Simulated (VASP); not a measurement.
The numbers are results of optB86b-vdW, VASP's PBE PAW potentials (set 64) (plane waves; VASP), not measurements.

Input for VASP

### POSCAR
```
CdTe
4.6361620
  0.0000000000   0.7071068512   0.7071068512
  0.7071068512   0.0000000000   0.7071068512
  0.7071068512   0.7071068512   0.0000000000
Cd Te
1 1
Cartesian
  0.0000000000   0.0000000000   0.0000000000
  0.3535534256   0.3535534256   0.3535534256
```

KPOINTS:
```
k-points along high-symmetry lines
15
Line-mode
Reciprocal
  0.000000   0.000000   0.000000 ! GAMMA
 -0.500000  -0.500000   0.000000 ! X

 -0.500000  -0.500000   0.000000 ! X
 -0.375000  -0.375000   0.250000 ! U

 -0.375000  -0.000000   0.375000 ! K
  0.000000   0.000000   0.000000 ! GAMMA

  0.000000   0.000000   0.000000 ! GAMMA
  0.000000   0.000000   0.500000 ! L

  0.000000   0.000000   0.500000 ! L
 -0.500000  -0.250000   0.250000 ! W

 -0.500000  -0.250000   0.250000 ! W
 -0.500000  -0.500000   0.000000 ! X
```

### INCAR
```
SYSTEM = CdTe
PREC = Accurate
ENCUT = 520
EDIFF = 1E-7
NELM = 100
ALGO = Normal
LREAL = .FALSE.
LASPH = .TRUE.
ISMEAR = 0
SIGMA = 0.05
GGA = MK
PARAM1 = 0.1234
PARAM2 = 1.0
LUSE_VDW = .TRUE.
AGGAC = 0.0
LMAXMIX = 4
LWAVE = .FALSE.
LCHARG = .FALSE.
LORBIT = 11
ICHARG = 11
```

POTCAR, in this order: Cd Te (PBE.64 set). Program: vasp_std. Read from the step before: CHGCAR.

What VASP printed:

OSZICAR:
```
       N       E                     dE             d eps       ncg     rms          rms(c)
DAV:   1     0.106716936483E+03    0.10672E+03   -0.85099E+03  2372   0.119E+03
DAV:   2     0.526895048714E+01   -0.10145E+03   -0.97587E+02  2685   0.277E+02
DAV:   3     0.124600144275E+01   -0.40229E+01   -0.39698E+01  2790   0.567E+01
DAV:   4     0.120722245451E+01   -0.38779E-01   -0.38774E-01  3330   0.500E+00
DAV:   5     0.120706121939E+01   -0.16124E-03   -0.16123E-03  2770   0.273E-01
DAV:   6     0.120705657691E+01   -0.46425E-05   -0.46425E-05  3280   0.314E-02
DAV:   7     0.120705651123E+01   -0.65680E-07   -0.65675E-07  2453   0.271E-03
   1 F= 0.12070565E+01 E0= 0.12070565E+01  d E =-.516678E-14
```

**OUTCAR**
```
 val. band max:        1.9438107787   @ k =   0.0000   0.0000   0.0000

 cond. band min:       2.5058876737   @ k =   0.0000   0.0000   0.0000



 k-point     1 :       0.0000    0.0000    0.0000
  band No.  band energies     occupation
      1      -9.0642      2.00000
      2      -6.2445      2.00000
      3      -6.2445      2.00000
      4      -6.2445      2.00000
      5      -6.0110      2.00000
      6      -6.0110      2.00000
      7       1.9438      2.00000
      8       1.9438      2.00000
      9       1.9438      2.00000
     10       2.5059      0.00000
     11       6.5365      0.00000
     12       6.5365      0.00000
     13       6.5365      0.00000

 k-point     2 :      -0.0357   -0.0357    0.0000
  band No.  band energies     occupation
      1      -9.0581      2.00000
      2      -6.2429      2.00000
      3      -6.2429      2.00000
      4      -6.2410      2.00000
      5      -6.0116      2.00000
      6      -6.0106      2.00000
      7       1.6952      2.00000
      8       1.9113      2.00000
      9       1.9113      2.00000
     10       2.7591      0.00000
     11       6.4690      0.00000
     12       6.5844      0.00000
     13       6.5844      0.00000

 k-point     3 :      -0.0714   -0.0714    0.0000
  band No.  band energies     occupation
      1      -9.0399      2.00000
      2      -6.2380      2.00000
      3      -6.2380      2.00000
      4      -6.2303      2.00000
      5      -6.0132      2.00000
      6      -6.0096      2.00000
      7       1.2916      2.00000
      8       1.8184      2.00000
      9       1.8184      2.00000
     10       3.1743      0.00000
     11       6.2933      0.00000
     12       6.7233      0.00000
     13       6.7233      0.00000

 k-point     4 :      -0.1071   -0.1071    0.0000
  band No.  band energies     occupation
      1      -9.0105      2.00000
      2      -6.2300      2.00000
      3      -6.2300      2.00000
      4      -6.2121      2.00000
...
```

The density is held fixed in this step, so its total energy and stress have no physical meaning. Unless said otherwise, spin-orbit coupling is left out, though it shifts the bands of the heavy elements here.

The compound is CdTe in the zinc blende structure. It was relaxed first.
